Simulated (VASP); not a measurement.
The system is Mg2CdO3.

```
Mg Cd O
1.0
     4.55783    0.00000    0.00000
    -2.27892    3.94720    0.00000
     0.00000    0.00000    4.86244
Mg Cd O
2 1 3
Direct
  0.33333 0.66667 0.00000
  0.66667 0.33333 0.00000
  0.00000 0.00000 0.50000
  0.50000 0.00000 0.50000
  0.00000 0.50000 0.50000
  0.50000 0.50000 0.50000
```

The cell was built by a generator and needn't be a form met in nature.

- Program: VASP 6.6.1
- Task: relaxation of cell and atoms
- Functional: PBE
- Potentials or basis: VASP PAW PBE potentials, release 64 (Mg, Cd, O)
- Cutoff: 520 eV
- k mesh: 4 × 4 × 3
- Occupations: gaussian, width 0.15 eV
- Spin: no spin polarisation

At the start: pressure 4.5 GPa; volume 14.58 Å³/atom.

Q: How do energy, volume and symmetry change on relaxing?

A: Over 12 steps the energy falls by 1817.2 meV/atom and the volume is 11.61 Å³/atom (-20.4 %); space group P6/mmm (No. 191, to 0.05 Å).

Step by step:
| step | energy change (eV) | largest force (eV/Å) | pressure (GPa) | volume (Å³) |
| --- | --- | --- | --- | --- |
| 1 | 0.0000 | 0.0000 | 4.47 | 87.48 |
| 2 | -2.8697 | 0.0000 | -8.73 | 91.68 |
| 3 | -8.4769 | 0.0000 | -24.15 | 90.10 |
| 4 | -7.6522 | 0.0000 | -20.26 | 93.86 |
| 5 | -8.6233 | 0.0000 | -22.62 | 93.20 |
| 6 | -9.7428 | 0.0000 | -19.21 | 84.83 |
| 7 | -9.7851 | 0.0000 | -18.36 | 83.56 |
| 8 | -10.5885 | 0.0000 | -10.35 | 76.42 |
| 9 | -10.8780 | 0.0000 | -2.67 | 71.19 |
| 10 | -10.9011 | 0.0000 | 0.85 | 69.25 |
| 11 | -10.9010 | 0.0000 | 0.21 | 69.53 |
| 12 | -10.9033 | 0.0000 | -0.02 | 69.66 |

Final structure:
```cif
data_structure
_symmetry_space_group_name_H-M 'P 1'
_symmetry_Int_Tables_number 1
_cell_length_a 5.3103
_cell_length_b 5.3103
_cell_length_c 2.8526
_cell_angle_alpha 90.000
_cell_angle_beta 90.000
_cell_angle_gamma 120.000
_cell_volume 69.66
loop_
_atom_site_label
_atom_site_type_symbol
_atom_site_fract_x
_atom_site_fract_y
_atom_site_fract_z
_atom_site_occupancy
Mg1 Mg 0.33333 0.66667 0.00000 1
Mg2 Mg 0.66667 0.33333 0.00000 1
Cd1 Cd 0.00000 0.00000 0.50000 1
O1 O 0.50000 0.00000 0.50000 1
O2 O 0.00000 0.50000 0.50000 1
O3 O 0.50000 0.50000 0.50000 1
```

Caveat: the k mesh is coarse (spacing up to 0.43 Å⁻¹), so the values aren't converged; the volume moved by over 15 % at a fixed basis, so the end points are rough.
